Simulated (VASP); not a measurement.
VASP ran on this input.

File POSCAR:
```
AgSb
1
    0.0000000000     2.8090339330     2.8090339330
    2.8663611561    -0.0573272231     2.8663611561
    2.8663611561     2.8663611561    -0.0573272231
Sb Ag
1 1
Direct
  0.0000000000   1.0000000000   0.0000000000
  0.5000000000   0.5000000000   0.5000000000
```

INCAR:
```
# general
SYSTEM  = AgSb
PREC    = Accurate
ENCUT   = 480
LREAL   = F
LASPH   = T

# electronic loop
EDIFF   = 1E-7
NELM    = 100
ALGO    = Normal
LMAXMIX = 4
LMIXTAU = T

# smearing
ISMEAR  = 1
SIGMA   = 0.1

# functional
METAGGA = R2SCAN

# ions
IBRION  = 2
NSW     = 30
ISIF    = 2
EDIFFG  = -0.01

# output
LWAVE   = F
LCHARG  = F
```

File KPOINTS:
```
Regular mesh
0
G
 10 10 10
```

POTCAR, in this order: Sb Ag (PBE.64 set). Program: vasp_std.

### Question
Write an equivalent input for Ansatz.

### Answer
One equivalent input (not run):
Ansatz 0.2 input:
```yaml
crystal:
  lattice:
    - [0.0000000, 2.8090339, 2.8090339]
    - [2.8663612, -0.0573272, 2.8663612]
    - [2.8663612, 2.8663612, -0.0573272]
  atoms:
    - { symbol: Sb, position: [0.0000000, 1.0000000, 0.0000000] }
    - { symbol: Ag, position: [0.5000000, 0.5000000, 0.5000000] }
kpoints:
  mp_grid: { grid: [10, 10, 10] }
hamiltonian:
  xc: r2scan
  pseudopotentials: { kind: paw }
scf:
  occupations: { method: methfessel_paxton, width: 0.1 }
  max_iter: 100
relax:
  max_steps: 30
  f_tol: 0.01
output: { forces: true, stress: true, eigenvalues: true }
```
What does not carry over: each code has its own PAW files, so the cut-off isn't converted (ENCUT is set for VASP's; basis.ecutwfc is left out, and Ansatz then takes the one that its files recommend); Ansatz stops its SCF on the density residual and VASP on the energy change (EDIFF).

The structure was generated: AgSb was put into the rocksalt type (Fm-3m), which need not be its known phase. This cell was strained or had an atom moved on purpose.
